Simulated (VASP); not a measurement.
Calculation: PBE GGA, VASP's PBE PAW potentials (set 64) (plane waves; VASP).

VASP input:

INCAR:
```
ISIF=2
SIGMA=0.136   # width (eV)
LASPH=.TRUE.   # aspherical one-centre terms
ALGO=Normal   # blocked Davidson
PREC=Accurate
LCHARG=.FALSE.
LREAL=.FALSE.   # projection in real space or not
EDIFF=1E-6   # SCF stop (eV)
NELM=100   # most electronic steps
SYSTEM=BaCa
LWAVE=.FALSE.
GGA=PE
LMAXMIX=4   # l cut-off of mixed one-centre charges
ISMEAR=0   # Gaussian
ENCUT=300   # plane-wave cut-off (eV)
```

File POSCAR:
```
BaCa
1.0
  4.0771260000   0.0000000000   0.0000000000
  0.0000000000   4.0771260000   0.0000000000
  0.0000000000   0.0000000000   5.3439470000
Ca Ba
1 1
Cartesian
  2.0385630000   2.0385630000   2.6719735000
  0.0000000000   0.0000000000   0.0000000000
```

**KPOINTS**
```
Automatic mesh
0
Gamma
7 7 5
0 0 0
```

POTCAR, in this order: Ca_sv Ba_sv (PBE.64 set). Program: vasp_std.

At this cut-off the stress carries a Pulay error, which pulls relaxed volumes low. Unless said otherwise, spin-orbit coupling is left out, though it shifts the bands of the heavy elements here.

### Question
Predict the energy per atom (σ→0), pressure, band gap (on the k-mesh).

### Answer

```
Quantity                                                    Result
------------------------  ----------------------------------------
energy per atom (σ→0)                               -1.816 eV/atom
band gap (on the k-mesh)  none (metal, semimetal or under 0.01 eV)
pressure                                                  2.64 GPa
```

OSZICAR:
```
...
DAV:   5    -0.368991029049E+01   -0.45761E-02   -0.45759E-02  1292   0.899E-01    0.320E+00
DAV:   6    -0.365834342675E+01    0.31567E-01   -0.49578E-02  1146   0.115E+00    0.186E+00
DAV:   7    -0.364917562201E+01    0.91678E-02   -0.48627E-02  1308   0.132E+00    0.160E-01
DAV:   8    -0.364875700725E+01    0.41861E-03   -0.56462E-03  1074   0.288E-01    0.367E-02
DAV:   9    -0.364874350364E+01    0.13504E-04   -0.19735E-04  1280   0.611E-02    0.272E-02
DAV:  10    -0.364876700676E+01   -0.23503E-04   -0.46105E-05  1282   0.378E-02    0.125E-02
DAV:  11    -0.364876652749E+01    0.47928E-06   -0.47901E-06   876   0.170E-02
   1 F= -.36487665E+01 E0= -.36325171E+01  d E =-.324989E-01
```

The structure was generated: BaCa was put into an ordered model structure, which need not be its known phase. The cell was not relaxed at this level.
